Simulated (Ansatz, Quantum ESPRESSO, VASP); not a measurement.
CsPbCl3 (Pm-3m, 5 atoms in the cell) computed with different codes at matched settings

Self-consistent single point.

```xyz
5
Lattice="5.7110 0.0000 0.0000 0.0000 5.7110 0.0000 0.0000 0.0000 5.7110" Properties=species:S:1:pos:R:3 pbc="T T T"
Cs     0.0000     0.0000     0.0000
Pb     2.8555     2.8555     2.8555
Cl     2.8555     0.0000     2.8555
Cl     0.0000     2.8555     2.8555
Cl     2.8555     2.8555     0.0000
```

Shared settings, as Ansatz (a program for electronic structure) writes them: kpoints.mp_grid.grid = 5 5 5; magnetization.spin_orbit = true; scf.occupations.method = fermi_dirac; scf.occupations.width = 0.02 eV. Potentials and cutoffs stand in the table.

| code | model | pressure (GPa) | cutoff |
|---|---|---|---|
| VASP | PBE, spin-orbit coupling, VASP's PBE PAW potentials (set 64) | -0.14 | 300 eV |
| Ansatz | PBE with spin-orbit coupling, default PAW files | 0.16 | 420 eV |
| Quantum ESPRESSO | PBE, spin-orbit coupling, PseudoDojo fully relativistic norm-conserving (PBE) pseudopotentials | 0.19 | 60 Ry |

The spread over the programs that give each value: pressure within 0.33 GPa.

Ansatz's pressure is given at a fixed set of plane waves, as the other plane-wave codes print theirs.

This mesh misses zone-boundary points where a band edge of such crystals can lie, so no gaps are given.

VASP's run is marked for a possible Pulay error in its stress at this cutoff; no cutoff test was made.

The starting cell has typed, rounded lattice constants, without a prior relaxation at this level. Its lattice was rescaled by a random factor within 2.5 % of one.

Left out of this page: Elk (with a known weakness of the program); SIESTA (not drawn, or without a comparable value).

Keys are those of Ansatz 0.2.
